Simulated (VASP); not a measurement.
An input for Ansatz (written as the equivalent of a VASP run, and not itself run):

Ansatz 0.2 input:
```yaml
crystal:
  lattice:
    - [3.3544440, 0.0000000, 0.0000000]
    - [-1.6772220, 2.9050340, 0.0000000]
    - [0.0000000, 0.0000000, 6.1161690]
  atoms:
    - { symbol: Ta, position: [0.0000000, 0.0000000, 0.0000000] }
    - { symbol: S, position: [0.6666670, 0.3333330, 0.7542800] }
    - { symbol: S, position: [0.3333330, 0.6666670, 0.2457200] }
kpoints:
  mp_grid: { grid: [9, 9, 5] }
hamiltonian:
  xc: pbe
  pseudopotentials: { kind: paw }
scf:
  occupations: { method: fermi_dirac, width: 0.136 }
  max_iter: 100
output: { forces: true, stress: true, eigenvalues: true }
```

### Question
Write the VASP files for the same calculation (PBE).

### Answer
This is not unique; one that fits is 
### INCAR
```
ALGO = Normal
EDIFF = 1E-6
ENCUT = 300
GGA = PE
ISIF = 2
ISMEAR = -1
LASPH = .TRUE.
LCHARG = .FALSE.
LMAXMIX = 6
LREAL = .FALSE.
LWAVE = .FALSE.
NELM = 100
PREC = Accurate
SIGMA = 0.136
SYSTEM = TaS2
```

**POSCAR**
```
TaS2
1
    3.3544440000     0.0000000000     0.0000000000
   -1.6772220000     2.9050340000     0.0000000000
    0.0000000000     0.0000000000     6.1161690000
Ta S
1 2
Direct
  0.0000000000   0.0000000000   0.0000000000
  0.6666670000   0.3333330000   0.7542800000
  0.3333330000   0.6666670000   0.2457200000
```

### KPOINTS
```
Automatic mesh
0
Gamma
9 9 5
0 0 0
```

POTCAR, in this order: Ta_pv S (PBE.64 set). Program: vasp_std.

The two are equivalent in intent, not identical: each code has its own PAW files, so the cut-off isn't converted (ENCUT is set for VASP's; basis.ecutwfc is left out, and Ansatz then takes the one that its files recommend); Ansatz stops its SCF on the density residual and VASP on the energy change (EDIFF).

The structure comes from a computed database's TaS2 entry; how it stands against other phases isn't given here. The cell was not relaxed at this level.
